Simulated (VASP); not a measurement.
Calculation: PBE GGA, VASP's PBE PAW potentials (set 64) (plane waves; VASP).

VASP ran on this input.

File KPOINTS:
```
Automatic mesh
0
Gamma
7 7 7
0 0 0
```

POSCAR:
```
ZnS
1
    0.0000000000     2.7050000000     2.7050000000
    2.7050000000     0.0000000000     2.7050000000
    2.7050000000     2.7050000000     0.0000000000
Zn S
1 1
Direct
  0.0000000000   0.0000000000   0.0000000000
  0.2500000000   0.2500000000   0.2500000000
```

**INCAR**
```
ALGO = Normal
EDIFF = 1E-6
ENCUT = 300
GGA = PE
ISIF = 2
ISMEAR = -1
LASPH = .TRUE.
LCHARG = .FALSE.
LMAXMIX = 4
LREAL = .FALSE.
LWAVE = .FALSE.
NELM = 100
PREC = Accurate
SIGMA = 0.05
SYSTEM = ZnS
```

POTCAR, in this order: Zn S (PBE.64 set). Program: vasp_std.

Output of the run:

OUTCAR:
```
 ion  position               nearest neighbor table
   1  0.000  0.000  0.000-   2 2.34   2 2.34   2 2.34   2 2.34
   2  0.250  0.250  0.250-   1 2.34   1 2.34   1 2.34   1 2.34
  LATTYP: Found a face centered cubic cell.
 ALAT       =     5.4100000000
 Subroutine PRICEL returns:
 Original cell was already a primitive cell.
 Subroutine GETGRP returns: Found 24 space group operations
The static configuration has the point symmetry T_d .
The dynamic configuration has the point symmetry T_d .
 Subroutine INISYM returns: Found 24 space group operations
 Subroutine IBZKPT returns following result:
 Found     20 irreducible k-points:

 Following reciprocal coordinates:
            Coordinates               Weight
  0.000000  0.000000  0.000000      1.000000
  0.142857  0.000000  0.000000      8.000000
  0.285714  0.000000  0.000000      8.000000
  0.428571  0.000000  0.000000      8.000000
  0.142857  0.142857  0.000000      6.000000
  0.285714  0.142857  0.000000     24.000000
  0.428571  0.142857  0.000000     24.000000
 -0.428571  0.142857  0.000000     24.000000
 -0.285714  0.142857  0.000000     24.000000
 -0.142857  0.142857  0.000000     12.000000
  0.285714  0.285714  0.000000      6.000000
  0.428571  0.285714  0.000000     24.000000
 -0.428571  0.285714  0.000000     24.000000
 -0.285714  0.285714  0.000000     12.000000
  0.428571  0.428571  0.000000      6.000000
 -0.428571  0.428571  0.000000     12.000000
  0.428571  0.285714  0.142857     24.000000
 -0.428571  0.285714  0.142857     48.000000
 -0.428571  0.428571  0.142857     24.000000
 -0.285714  0.428571  0.142857     24.000000
   k-points           NKPTS =     20   k-points in BZ     NKDIM =     20   number of bands    NBANDS=     13
   number of dos      NEDOS =    301   number of ions     NIONS =      2
   total plane-waves  NPLWV =  13824
   dimension x,y,z NGX =    24 NGY =   24 NGZ =   24
...
```

**OSZICAR**
```
       N       E                     dE             d eps       ncg     rms          rms(c)
DAV:   1     0.693841297106E+02    0.69384E+02   -0.67462E+03   520   0.111E+03
DAV:   2    -0.333826335917E+01   -0.72722E+02   -0.69960E+02   585   0.229E+02
DAV:   3    -0.723098889520E+01   -0.38927E+01   -0.38803E+01   650   0.564E+01
DAV:   4    -0.726965503969E+01   -0.38666E-01   -0.38658E-01   585   0.607E+00
DAV:   5    -0.727025293356E+01   -0.59789E-03   -0.59788E-03   610   0.722E-01    0.708E+00
DAV:   6    -0.686196518145E+01    0.40829E+00   -0.93060E-01   769   0.344E+01    0.544E+00
DAV:   7    -0.684478883668E+01    0.17176E-01   -0.32628E-01   555   0.522E+00    0.272E+00
DAV:   8    -0.684421872278E+01    0.57011E-03   -0.53388E-03   595   0.668E-01    0.760E-01
DAV:   9    -0.684448732043E+01   -0.26860E-03   -0.10737E-03   580   0.295E-01    0.120E-01
DAV:  10    -0.684462725408E+01   -0.13993E-03   -0.12870E-04   590   0.119E-01    0.569E-02
DAV:  11    -0.684464761370E+01   -0.20360E-04   -0.32435E-05   608   0.735E-02    0.641E-03
DAV:  12    -0.684464869933E+01   -0.10856E-05   -0.29187E-06   577   0.234E-02    0.531E-03
DAV:  13    -0.684464855002E+01    0.14931E-06   -0.37482E-07   340   0.145E-02
   1 F= -.68446486E+01 E0= -.68446485E+01  d E =-.735903E-10
```

**OUTCAR**
```
------------------------ aborting loop because EDIFF is reached ----------------------------------------
  FORCE on cell =-STRESS in cart. coord.  units (eV):
  Direction    XX          YY          ZZ          XY          YZ          ZX
  --------------------------------------------------------------------------------------
  Total        0.3140295      0.3140295      0.3140295      0.0000000      0.0000000      0.0000000
  in kB       12.7101094     12.7101094     12.7101094      0.0000000      0.0000000      0.0000000
  external PRESSURE =      12.7101094 kB  Pullay stress =       0.0000000 kB
  volume of cell :       39.59
      direct lattice vectors                 reciprocal lattice vectors
     0.000000000  2.705000000  2.705000000    -0.184842884  0.184842884  0.184842884
     2.705000000  0.000000000  2.705000000     0.184842884 -0.184842884  0.184842884
     2.705000000  2.705000000  0.000000000     0.184842884  0.184842884 -0.184842884
  FREE ENERGIE OF THE ION-ELECTRON SYSTEM (eV)
  ---------------------------------------------------
  free  energy   TOTEN  =        -6.8446485500 eV

  energy  without entropy=       -6.8446485499  energy(sigma->0) =       -6.84464855
```
(Selected blocks of OUTCAR.)

At this cut-off the stress carries a Pulay error, which pulls relaxed volumes low.

The structure is a typed ZnS crystal. The cell was not relaxed at this level.
